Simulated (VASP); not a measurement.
A run of VASP 6.6.1 is set up as follows.

File INCAR:

```
  ALGO = Fast
  EDIFF = 1E-7
  ENCUT = 520
  GGA = PE
  ISIF = 2
  ISMEAR = 0
  LASPH = True
  LCHARG = True
  LELF = True
  LREAL = False
  LVHAR = True
  LWAVE = False
  NBANDS = 18
  NELM = 100
  PREC = Accurate
  SIGMA = 0.1
```

File KPOINTS:

```
k-points
0
Gamma
  8 8 8
```

POSCAR

```
Si2Mo
1.0
   -1.6021320000      1.6021320000      3.9080960000
    1.6021320000     -1.6021320000      3.9080960000
    1.6021320000      1.6021320000     -3.9080960000
Si Mo
2 1
Direct
    0.6645710000      0.6645710000      0.0000000000
    0.3354290000      0.3354290000      0.0000000000
    0.0000000000      0.0000000000      0.0000000000
```

Potentials or basis: VASP PAW PBE potentials, release 64 (Si, Mo_sv).

The run is started by

```console
$ cat potpaw_PBE.64/Si/POTCAR potpaw_PBE.64/Mo_sv/POTCAR > POTCAR
$ mpirun -np 1 vasp_std > vasp.out
```

Task: What does it give for the band gap on the k mesh?

Result: None (metal or under the smearing width).

Task: Predict the largest force.

Result: 0.076 eV/Å.

Stress tensor (GPa, compression positive):
```
2.98 0.00 0.00
0.00 2.98 0.00
0.00 0.00 4.55
```
